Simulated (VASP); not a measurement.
# SmRh (space group Pm-3m): computed properties

These are PBEsol GGA, VASP's PBE PAW potentials (set 64) (plane waves; VASP 6.6.1) values and carry that method's errors.

```yaml
space_group: Pm-3m (221)
cell: a = 3.439 Å, b = 3.439 Å, c = 3.439 Å, α = 90.00°, β = 90.00°, γ = 90.00°
volume_per_atom: 20.34 Å^3/atom
band gap (over mesh and band path): none (metal, semimetal or under 0.01 eV)
band_gap_with_spin_orbit_coupling: none (metallic)
density: 10.34 g/cm³
```

```cif
data_RhSm
_chemical_formula_sum 'Sm1 Rh1'
_space_group_name_H-M_alt 'P 1'
_space_group_IT_number 1
_cell_length_a 3.43927
_cell_length_b 3.43927
_cell_length_c 3.43927
_cell_angle_alpha 90.000
_cell_angle_beta 90.000
_cell_angle_gamma 90.000
loop_
_space_group_symop_operation_xyz
  'x, y, z'
loop_
_atom_site_label
_atom_site_type_symbol
_atom_site_fract_x
_atom_site_fract_y
_atom_site_fract_z
_atom_site_occupancy
Sm1 Sm 0.50000 0.50000 0.50000 1
Rh1 Rh 0.00000 0.00000 0.00000 1
```

The 4f electrons are frozen in the core of the lanthanide potential, so 4f levels, which can set the real gap, and their magnetism are missing.

The structure comes from a measured SmRh entry (Pm-3m) of the Crystallography Open Database, whose conditions weren't checked. It was relaxed first. Symmetry was kept, so distortions that lower it aren't found.
